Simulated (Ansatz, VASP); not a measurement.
CsB: VASP beside Ansatz

```
CELL_PARAMETERS angstrom
4.00984 0.00000 0.00000
0.00000 4.00984 0.00000
0.00000 0.00000 4.00271
ATOMIC_POSITIONS crystal
Cs 0.00000 0.00000 0.00000
B 0.50000 0.50000 0.50000
```

Change from the starting cell: species swapped into the TlSn type (P4/mmm, No. 123).

Alike in both runs: functional PBE; k mesh 14 × 14 × 14; occupations gaussian, width 0.1 eV; no spin polarisation.

Ansatz relaxed the structure, and its values are those at the end. VASP's run is a single point on that final structure, the one shown.

|  | VASP | Ansatz |
| --- | --- | --- |
| version | VASP 6.6.1 | Ansatz 0.2.0 |
| potentials or method | VASP PAW PBE potentials, release 64 (Cs_sv, B) | scalar-relativistic, plane waves, PAW |
| plane-wave cutoff (eV) | 520 | 420 |
| valence electrons in the cell | 12 | 12 |

```tsv
	VASP	Ansatz	Ansatz less VASP
gap on the k mesh at the Fermi level (eV)	none	none	-
pressure (GPa)	0.1	0.0	-0.06
```

A gap of «none» marks a metal or a gap that the smearing closes. With one functional, cell and mesh, what is left measures potentials, basis and numerics.

The runs have no spin-orbit coupling, so splittings on Cs are missing.
